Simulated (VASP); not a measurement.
Energy against volume of CoAl (CsCl type). Calculation: r2SCAN+rVV10, VASP's PBE PAW potentials (set 64) (plane waves; VASP 6.6.1). Settings: 520 eV cut-off, 13×13×13 Γ-centred mesh, first-order Methfessel-Paxton smearing of 0.10 eV, potentials Al Co.

```csv
V (Å³/atom),E (eV/atom)
10.498,-10.37619
10.834,-10.39802
11.169,-10.40495
11.504,-10.39913
```

Q: Fit these four points and predict the energy of the run at 11.839 Å³/atom.

A: A cubic in V^(−2/3), the third-order Birch-Murnaghan form, passes through the four points with V0 = 11.18 Å³/atom and B0 = 202 GPa, and gives -10.3823 eV/atom there. The run gave -10.3824 eV/atom, -0.1 meV/atom from the fit; all five points give B0 = 202 GPa.

The compound is CoAl in the CsCl type structure. It was relaxed first. The run is not spin-polarised, so no magnetic state was tried.
